**Question: Do these projections put tungsten's p shell at −2 eV?**

I cut a thin slab from WSe₂ and projected its filled states onto atomic orbitals. For each orbital I have the number of electrons found in it and the mean energy of those electrons, measured from the highest filled level.

VASP 6.6.1, LDA+U (U = 4 eV on W d), PAW potentials, 520 eV cutoff, no spin polarisation or spin–orbit coupling, for an unrelaxed (001) slab of composition WSe cut from WSe₂. The projections use an 11 × 11 × 1 k mesh and the tetrahedron method. Filled states are counted from −12 eV upwards, and energies are relative to the valence top.

| projection name | projection electrons (e) | projection band centre (eV) |
| --- | --- | --- |
| W1_d | 3.310 | -1.590 |
| W2_d | 3.310 | -1.590 |
| Se3_d | 0.080 | -2.310 |
| Se4_d | 0.080 | -2.310 |
| W1_p | 0.250 | -2.110 |
| W2_p | 0.250 | -2.110 |
| Se3_p | 2.440 | -3.460 |
| Se4_p | 2.440 | -3.460 |
| W1_s | 0.330 | -3.960 |
| W2_s | 0.330 | -3.960 |
| Se3_s | 0.110 | -3.630 |
| Se4_s | 0.110 | -3.630 |

Tungsten d comes out far above selenium p. Is that simply the order of the atomic levels? I also don't understand the small rows. A tungsten p shell should hold six electrons, yet I find a quarter of one, and selenium s looks almost empty. Finally, why does tungsten s lie lowest of all, when the 6s electrons of a metal atom are supposed to be loosely bound?

**Answer**

No, tungsten's p shell lies much deeper. The small rows are not shells. They show traces of an orbital's character in bands that belong mainly to tungsten d and selenium p, so the two large rows are the place to start.

First, the material. Your slab contains one selenium per tungsten, so it is not a WSe₂ layer. Each tungsten has three selenium neighbours, where WSe₂ would give it six. Selenium formally takes two electrons from each tungsten, which leaves four d electrons there instead of the two in WSe₂. The levels below therefore describe this cut, unrelaxed slab and should not be used as levels of the intact compound.

**Two limits for the large rows**

Imagine first that the atoms do not share electrons. Selenium binds its 4p electrons more tightly than tungsten binds its 5d electrons, so the filled bands form two groups. The lower group is pure selenium p and the upper group pure tungsten d. The two band centres then differ by the full distance between the groups.

Now take the opposite limit, in which every filled state contains tungsten d and selenium p in the same proportion. Both orbitals then have the same mean energy, however different the free atoms were. A difference between the centres therefore measures two things together: how far apart the groups lie, and how unequally the orbitals are shared between them.

This can be written in one line. Treat each group as a single level, and let D be the distance between them. Let a be the fraction of the tungsten d electrons that sits in the upper group, and b the same fraction for selenium p. The centres then differ by (a − b) × D, which is D in the first limit and zero in the second.

The table gives −1.59 eV for W d and −3.46 eV for Se p, a difference of 1.87 eV. The slab is thus not at the fully shared limit. Since a − b cannot exceed one, the two groups in this picture lie at least 1.87 eV apart. So the order does agree with that of the atomic levels. The centres should lie closer together than the groups, however, because bonding puts some d character into the lower bands and some p character into the upper ones.

The size of this difference belongs to your settings. The correction of 4 eV on tungsten d shifts those states by an amount that depends on their filling. The run also forces the slab to be non-magnetic, although tungsten with four d electrons and few neighbours might prefer a magnetic moment, which would split the upper group.

**Where the tungsten p shell went**

Follow the W p row. The count starts at −12 eV, so it sees only the upper valence bands, which are mainly tungsten d and selenium p. The filled 5p shell of tungsten lies far below that floor, and most of the selenium 4s charge lies below it too, which is why selenium s looks almost empty. The same run also gives the total p charge inside the tungsten sphere, with the deep shell included: 6.186 electrons. Subtracting the 0.25 electrons in your table leaves 6.186 − 0.25 = 5.94, within about 1% of the six electrons of a full shell.

The model behind this estimate uses only whole shells, and no row was used to adjust it. It works equally well for tungsten s, where the deep 5s shell accounts for two electrons. It does less well for selenium s: only 1.37 electrons are found below the floor, about 69% of the expected two. The 4s orbital of selenium is a valence orbital and spreads beyond the sphere, while the deep tungsten shells are compact.

The quarter electron in W p is therefore a small admixture to the valence bands, and its energy hints at which bands. Its centre lies at −2.11 eV, which is 1.35 eV above Se p. That is 1.35/1.87 = 0.72 of the way up to W d, so this p character is spread over the bands more like W d than like Se p. Se d behaves in a similar way. Such small amounts may be real mixing on the atom, or the tails of neighbouring orbitals that reach into its sphere; a projection counts both alike.

**Why tungsten s lies lowest**

The W s row breaks this pattern. Its centre, at −3.96 eV, is 0.50 eV below Se p, so it cannot be an average of the two large rows. The picture of two levels still allows this. The Se p centre includes some p character in the upper group, and W s needs only a smaller share there to lie below it. Each group also has a width, so the position within the group matters too.

Bonding theory offers a likely reason for s character to collect at the bottom. The 6s orbital of tungsten is formally empty and lies above the selenium p levels. Picture one tungsten atom with its three selenium neighbours. Of the selenium p combinations, the 6s orbital can mix only with those that have the same symmetry around the tungsten atom. The mixing pushes these combinations down, and they carry the s character with them. Combinations of other symmetries miss this push, though tungsten d can push some of them down too. In the slab each selenium is shared by several tungsten atoms, so the sorting is less strict. The 6s orbital can also mix with tungsten d, which would put some s character into the upper bands, but the low centre suggests that most of it stays in the lower ones.

On this reading, which the table alone does not test, the low energy is that of a bond between tungsten and selenium and not that of a loosely bound 6s electron. Se s is also centred slightly below Se p, but by only 0.17 eV and with 0.11 electrons, too little for me to assign a cause.

**What not to read from the numbers**

It is tempting to compare 3.31 electrons in W d with 2.44 in Se p and conclude that tungsten has taken charge from selenium. The counts cover only what falls inside spheres around the atoms. A compact d orbital fits into its sphere much better than the diffuse p orbital of a negatively charged selenium. Bonding also moves some p weight onto tungsten, and the two effects cannot be separated here. Differences of a few per cent deserve no interpretation either, since both large counts exceed the corresponding total sphere charges by about 6%, for a reason I can't identify.

Nor is the distance between the centres a band gap. Both centres describe filled states, whereas the gap separates the highest filled state from the lowest empty one. In this run it is 0.47 eV on the mesh, about a quarter of the distance between the centres. The mesh used for the projections is finer than the 7 × 7 × 1 mesh of the self-consistent calculation, but it can still miss the true band edges. An error in the valence top would shift all centres equally and leave their differences unchanged. Spin-orbit coupling, which was left out, typically splits tungsten d bands by a few tenths of an eV. That could change the gap substantially, but it is small beside the separation of W d from Se p.

For a related compound, start with the two large rows. Ask how far the p level of the non-metal lies below the d level of the metal, and how strongly the two mix. Then ask of each small row which bands its orbital can mix with: its centre will follow those bands and not the level of the free atom. The analysis printed below lists the shell count and the relative position of the centre for every row.

The analysis program printed:

```
Window projection against sphere charge:
    row  window e  sphere e  sphere less window e  closed shell e  position from Se p 0 to W d 1
   W1_d      3.31     3.114                -0.196               0                              1
   W2_d      3.31     3.114                -0.196               0                              1
  Se3_d      0.08     0.077                -0.003               0                          0.615
  Se4_d      0.08     0.077                -0.003               0                          0.615
   W1_p      0.25     6.186                 5.936               6                         0.7219
   W2_p      0.25     6.186                 5.936               6                         0.7219
  Se3_p      2.44     2.311                -0.129               0                              0
  Se4_p      2.44     2.311                -0.129               0                              0
   W1_s      0.33     2.327                 1.997               2                        -0.2674
   W2_s      0.33     2.327                 1.997               2                        -0.2674
  Se3_s      0.11     1.481                 1.371               2                       -0.09091
  Se4_s      0.11     1.481                 1.371               2                       -0.09091
W d centre above Se p centre (eV): 1.87
W p centre below W d centre (eV): 0.52
Se d centre below W d centre (eV): 0.72
W s centre below Se p centre (eV): 0.5
Se s centre below Se p centre (eV): 0.17
Electrons expected in the window by counting (e per cell): 20
Electrons found by all projections (e per cell): 13.04
Projected share of the expected electrons (%): 65.2
W d share of all projected electrons (%): 50.77
Se p share of all projected electrons (%): 37.42
W d projection as part of the formal four electrons (%): 82.75
Se p projection as part of the formal six electrons (%): 40.67
Deep Se 4s charge inside the sphere as part of two electrons (%): 68.55
W d projection above its sphere charge (%): 6.294
Se p projection above its sphere charge (%): 5.582
Separation of W d and Se p centres over the gap on the mesh (ratio): 4.012
```
